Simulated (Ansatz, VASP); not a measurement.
Given: the input of a run of Ansatz 0.2.0 on Rb3Sr.

File input.yaml:

```yaml
crystal:
  lattice:
    - [-3.4786854588, 3.4786854588, 7.0684251069]
    - [3.4786854588, -3.4786854588, 7.0684251069]
    - [3.4786854588, 3.4786854588, -7.0684251069]
  atoms:
    - { symbol: Sr, position: [0.0, 0.0, 0.0] }
    - { symbol: Rb, position: [0.5, 0.5, 0.0] }
    - { symbol: Rb, position: [0.25, 0.75, 0.5] }
    - { symbol: Rb, position: [0.75, 0.25, 0.5] }
hamiltonian:
  xc: pbe
  pseudopotentials: { kind: paw }
kpoints:
  mp_grid: { grid: [6, 6, 6] }
scf:
  occupations: { method: fermi_dirac, width: 0.05 }
output:
  forces: true
  stress: true
  eigenvalues: true
```

Potentials or basis: Ansatz PAW.

Launch:

```console
$ ansatz run input.yaml --threads 2 --pin off --max-ram 5120MiB --backend cpu --events-out ev --progress --plain --runs-dir out
```

**Question.** Set up the same calculation for VASP 6.6.1. Potentials there: VASP PAW PBE potentials, release 64 (Sr_sv, Rb_sv).

**Answer.** As run (the cutoff follows the program's own potentials):

File INCAR:

```
PREC = Accurate ; ENCUT = 520
EDIFF = 1E-7 ; ISMEAR = -1
SIGMA = 0.05 ; LREAL = F
LASPH = T ; NELM = 60
ALGO = Normal ; ISIF = 2
LWAVE = F ; LCHARG = F
GGA = PE ; NBANDS = 26
```

File KPOINTS:

```
Automatic mesh
0
Gamma
  6 6 6
```

Contents of POSCAR:

```
Rb3Sr
1.0
   -3.4786854588      3.4786854588      7.0684251069
    3.4786854588     -3.4786854588      7.0684251069
    3.4786854588      3.4786854588     -7.0684251069
Sr Rb
1 3
Direct
    0.0000000000      0.0000000000      0.0000000000
    0.5000000000      0.5000000000      0.0000000000
    0.2500000000      0.7500000000      0.5000000000
    0.7500000000      0.2500000000      0.5000000000
```

Potentials or basis: VASP PAW PBE potentials, release 64 (Sr_sv, Rb_sv).

Run with:

```console
$ cat potpaw_PBE.64/Sr_sv/POTCAR potpaw_PBE.64/Rb_sv/POTCAR > POTCAR
$ mpirun -np 1 vasp_std > vasp.out
```

Both were run:

|  | VASP | Ansatz | Ansatz less VASP |
| --- | --- | --- | --- |
| gap on the k mesh at the Fermi level (eV) | none | none | - |
| pressure (GPa) | -0.2 | -0.2 | 0.00 |

A gap of «none» marks a metal or a gap that the smearing closes.
